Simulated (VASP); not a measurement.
```yaml
crystal:
  lattice:
    - [2.75052, 0.00000, 0.00000]
    - [-1.37526, 2.38202, 0.00000]
    - [0.00000, 0.00000, 4.59862]
  atoms:
    - { symbol: Pd, position: [0.66667, 0.33333, 0.75000] }
    - { symbol: Pd, position: [0.33333, 0.66667, 0.25000] }
```

All values below come from r2SCAN meta-GGA, VASP's PBE PAW potentials (set 64) (plane waves; VASP 6.6.1). Numerical set-up: 400 eV cut-off, 17×17×9 Γ-centred mesh, tetrahedra with Blöchl corrections, potentials Pd.

The run has a spin-polarised start.

### Question
Give the spin-up energies of bands 1 to 12 at the high-symmetry points, in eV from the Fermi level.

### Answer

```
band      Γ      M      K      A      L      H
----  -----  -----  -----  -----  -----  -----
1     -7.08  -5.44  -4.73  -5.53  -5.33  -4.28
2     -5.50  -4.95  -4.01  -5.53  -5.33  -4.28
3     -3.27  -4.87  -4.01  -3.06  -4.42  -3.79
4     -3.02  -2.95  -3.58  -3.06  -4.42  -3.79
5     -3.02  -2.74  -3.10  -3.06  -1.79  -3.03
6     -2.69  -2.44  -3.10  -3.06  -1.79  -3.03
7     -2.69  -1.90  -2.13  -3.05  -0.74  -2.10
8     -1.91  -0.30  -0.85  -3.05  -0.74  -2.10
9     -1.91  -0.26  -0.85  -0.98  -0.19  -0.50
10    -0.51  -0.11  -0.68  -0.98  -0.19  -0.50
11    -0.51   2.65   6.18  -0.98   2.85   7.22
12     1.09   4.64   6.40  -0.98   2.85   7.22
```

### Question
Give the spin-down energies of bands 1 to 12 at the high-symmetry points, in eV from the Fermi level.

### Answer

```tsv
band	Γ	M	K	A	L	H
1	-7.11	-5.09	-4.50	-5.44	-5.08	-3.99
2	-5.18	-4.67	-3.67	-5.44	-5.08	-3.99
3	-2.77	-4.65	-3.67	-2.71	-4.05	-3.54
4	-2.58	-2.65	-3.27	-2.71	-4.05	-3.54
5	-2.58	-2.47	-2.83	-2.63	-1.46	-2.68
6	-2.23	-1.96	-2.83	-2.63	-1.46	-2.68
7	-2.23	-1.58	-1.70	-2.63	-0.27	-1.70
8	-1.58	0.10	-0.32	-2.63	-0.27	-1.70
9	-1.58	0.23	-0.29	-0.61	0.34	0.02
10	-0.15	0.42	-0.29	-0.61	0.34	0.02
11	-0.15	2.87	6.31	-0.61	2.89	7.35
12	1.03	4.86	6.58	-0.61	2.89	7.35
```

It has no gap at this level: it comes out as a metal or semimetal.

The structure comes from a computed database's Pd entry (P6_3/mmc); how it stands against other phases isn't given here. It was relaxed first.
